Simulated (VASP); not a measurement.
Output of a VASP run:

OSZICAR:
```
       N       E                     dE             d eps       ncg     rms          rms(c)
DAV:   1     0.865946046083E+02    0.86595E+02   -0.74466E+03   832   0.116E+03
DAV:   2    -0.447834955662E+01   -0.91073E+02   -0.87988E+02  1133   0.179E+02
DAV:   3    -0.104239594724E+02   -0.59456E+01   -0.58999E+01   980   0.526E+01
DAV:   4    -0.104850793428E+02   -0.61120E-01   -0.61055E-01   967   0.591E+00
DAV:   5    -0.104855605638E+02   -0.48122E-03   -0.48119E-03  1012   0.525E-01    0.689E+00
DAV:   6    -0.104421441930E+02    0.43416E-01   -0.33860E-02   912   0.137E+00    0.426E+00
DAV:   7    -0.104298936439E+02    0.12251E-01   -0.64555E-02   897   0.189E+00    0.182E-01
DAV:   8    -0.104291365769E+02    0.75707E-03   -0.10100E-02   847   0.717E-01    0.106E-01
DAV:   9    -0.104292259566E+02   -0.89380E-04   -0.27786E-04  1022   0.134E-01    0.320E-02
DAV:  10    -0.104292468889E+02   -0.20932E-04   -0.46385E-05   902   0.543E-02    0.843E-03
DAV:  11    -0.104292489080E+02   -0.20191E-05   -0.10729E-05   947   0.226E-02    0.380E-03
DAV:  12    -0.104292484346E+02    0.47336E-06   -0.25906E-06   887   0.116E-02    0.247E-03
DAV:  13    -0.104292483157E+02    0.11891E-06   -0.37470E-07   977   0.392E-03    0.383E-04
DAV:  14    -0.104292482892E+02    0.26494E-07   -0.25611E-08   451   0.119E-03
   1 F= -.11492020E+02 E0= -.11492020E+02  d E =0.000000E+00
```

OUTCAR:
```
------------------------ aborting loop because EDIFF is reached ----------------------------------------
 Edisp (eV)   -1.06277
  FORCE on cell =-STRESS in cart. coord.  units (eV):
  Direction    XX          YY          ZZ          XY          YZ          ZX
  --------------------------------------------------------------------------------------
  Total      -0.01602    -0.01602    -0.03914     0.00000     0.00000     0.00000
  in kB      -0.34754    -0.34754    -0.84890     0.00000     0.00000     0.00000
  external pressure =       -0.51 kB  Pullay stress =        0.00 kB
  volume of cell :       73.86
      direct lattice vectors                 reciprocal lattice vectors
     2.037624442 -3.529269049  0.000000000     0.245383786 -0.141672395  0.000000000
     2.037624442  3.529269049  0.000000000     0.245383786  0.141672395  0.000000000
     0.000000000  0.000000000  5.135523230     0.000000000  0.000000000  0.194722126
 POSITION                                       TOTAL-FORCE (eV/Angst)
 -----------------------------------------------------------------------------------
      0.50217      0.86978      3.42368         0.009734      0.016859     -0.000000
      3.07091      0.00000      0.00000        -0.019467      0.000000     -0.000000
      0.50217     -0.86978      1.71184         0.009734     -0.016859      0.000000
 -----------------------------------------------------------------------------------
    total drift:                               -0.000228     -0.000432      0.000011
  FREE ENERGIE OF THE ION-ELECTRON SYSTEM (eV)
  ---------------------------------------------------
  free  energy   TOTEN  =       -11.4920201319 eV

  energy  without entropy=      -11.4920201319  energy(sigma->0) =      -11.49202013

 total charge

# of ion       s       p       d       tot
------------------------------------------
    1        1.523   2.143   0.055   3.721
    2        1.523   2.143   0.055   3.721
    3        1.523   2.143   0.055   3.721
--------------------------------------------------
tot          4.568   6.429   0.165  11.162

 Electric field gradients after diagonalization (V/A^2)
 (convention: |V_zz| > |V_xx| > |V_yy|)
----------------------------------------------------------------------
 ion       V_xx      V_yy      V_zz     asymmetry (V_yy - V_xx)/ V_zz
----------------------------------------------------------------------
   1     302.723   153.079  -455.802       0.328
   2     302.723   153.078  -455.802       0.328
   3     302.723   153.079  -455.802       0.328
```
(Selected blocks of OUTCAR.)

**POSCAR**
```
Se
1
    2.0376244424    -3.5292690494    -0.0000000000
    2.0376244424     3.5292690494     0.0000000000
    0.0000000000    -0.0000000000     5.1355232305
Se
3
Direct
  0.0000000000   0.2464482788   0.6666670000
  0.7535517212   0.7535517212   0.0000000000
  0.2464482788   0.0000000000   0.3333330000
```

Problem. Reconstruct the remaining input files.

Solution. This is not unique; one that fits is the input of the run itself, PBE GGA with D3 dispersion (Becke-Johnson damping), plane waves, VASP's PBE PAW potentials (set 64).

File KPOINTS:
```
Automatic mesh
0
Gamma
7 7 5
0 0 0
```

INCAR:
```
ALGO = Normal
EDIFF = 1E-7
ENCUT = 520
GGA = PE
ISIF = 2
ISMEAR = -5
IVDW = 12
LASPH = .TRUE.
LCHARG = .TRUE.
LEFG = .TRUE.
LMAXMIX = 4
LORBIT = 11
LREAL = .FALSE.
LWAVE = .FALSE.
NEDOS = 601
NELM = 100
PREC = Accurate
SYSTEM = Se
```

POTCAR, in this order: Se (PBE.64 set). Program: vasp_std.

The compound is Se in the trig structure. It was relaxed first, which changed the volume by -10 %.
